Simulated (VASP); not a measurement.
Data:

```
CELL_PARAMETERS angstrom
      0.00000     3.44658     3.44658
      3.44658     0.00000     3.44658
      3.44658     3.44658     0.00000
ATOMIC_POSITIONS crystal
  K  0.00000 0.00000 0.00000
  Br 0.50000 0.50000 0.50000
```

These are revPBE GGA, VASP's PBE PAW potentials (set 64) (plane waves; VASP) values and carry that method's errors. Settings: 520 eV cut-off, Gaussian smearing of 0.050 eV, potentials K_sv Br.

Give the energies of bands 6 to 11 at the high-symmetry points, in eV from the valence-band maximum.

```tsv
band	Γ	X	U	L	W
6	0.00	-0.65	-0.55	-0.90	-0.46
7	0.00	-0.23	-0.49	-0.23	-0.46
8	0.00	-0.23	-0.25	-0.23	-0.40
9	4.40	6.20	6.77	6.57	7.44
10	7.71	6.96	7.80	7.96	7.44
11	7.71	9.12	8.30	9.53	7.95
```

The gap is direct, 4.40 eV, from the valence maximum at Γ to the conduction minimum at Γ.

Measured: gap 7.40 eV (computed value off by -3.00 eV), as given by Aguado et al., (1998), arXiv:cond-mat/9809176.

The compound is KBr in the rock salt structure. It was relaxed first, which changed the volume by +14 %.
